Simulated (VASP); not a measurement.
An input for Quantum ESPRESSO's pw.x (written as the equivalent of a VASP run, and not itself run):

```
&CONTROL
  calculation = 'scf'
  pseudo_dir = './pseudo'
  outdir = './out'
  tprnfor = .true.
  tstress = .true.
/
&SYSTEM
  ibrav = 0
  nat = 2
  ntyp = 2
  ecutwfc = 74
  occupations = 'smearing'
  smearing = 'fermi-dirac'
  degauss = 0.003675
  input_dft = 'pbe'
/
&ELECTRONS
  conv_thr = 7.3e-08
  electron_maxstep = 100
/
ATOMIC_SPECIES
  K 39.098 K.upf
  Br 79.904 Br.upf
CELL_PARAMETERS angstrom
     0.0000000    3.3000000    3.3000000
     3.3000000    0.0000000    3.3000000
     3.3000000    3.3000000    0.0000000
ATOMIC_POSITIONS crystal
  K    0.0000000  0.0000000  0.0000000
  Br   0.5000000  0.5000000  0.5000000
K_POINTS automatic
  5 5 5 0 0 0
```

Task: Write the VASP files for the same calculation (PBE).

Result: This is not unique; one that fits is 
### KPOINTS
```
Automatic mesh
0
Gamma
5 5 5
0 0 0
```

POSCAR:
```
KBr
1.0
  0.0000000000   3.3000000000   3.3000000000
  3.3000000000   0.0000000000   3.3000000000
  3.3000000000   3.3000000000   0.0000000000
K Br
1 1
Cartesian
  0.0000000000   0.0000000000   0.0000000000
  3.3000000000   3.3000000000   3.3000000000
```

**INCAR**
```
! general
SYSTEM  = KBr
PREC    = Accurate
ENCUT   = 300
LREAL   = .False.
LASPH   = .True.

! electronic loop
EDIFF   = 1E-6
NELM    = 100
ALGO    = Normal
LMAXMIX = 4

! smearing
ISMEAR  = -1
SIGMA   = 0.05

! functional
GGA     = PE

! ions
ISIF    = 2

! output
LWAVE   = .False.
LCHARG  = .False.
```

POTCAR, in this order: K_sv Br (PBE.64 set). Program: vasp_std.

What does not carry over: the potentials are each code's own (VASP's PAW set, PseudoDojo norm-conserving files in pw.x), so ENCUT and ecutwfc are chosen apart and not converted; conv_thr bounds pw.x's estimated SCF error, while EDIFF bounds the energy change between steps.

The structure is a typed KBr crystal (Fm-3m). The cell was not relaxed at this level. The run is one of a series of settings (KPOINTS 5×5×5 Γ-centred mesh against the base run), some of them coarse on purpose.
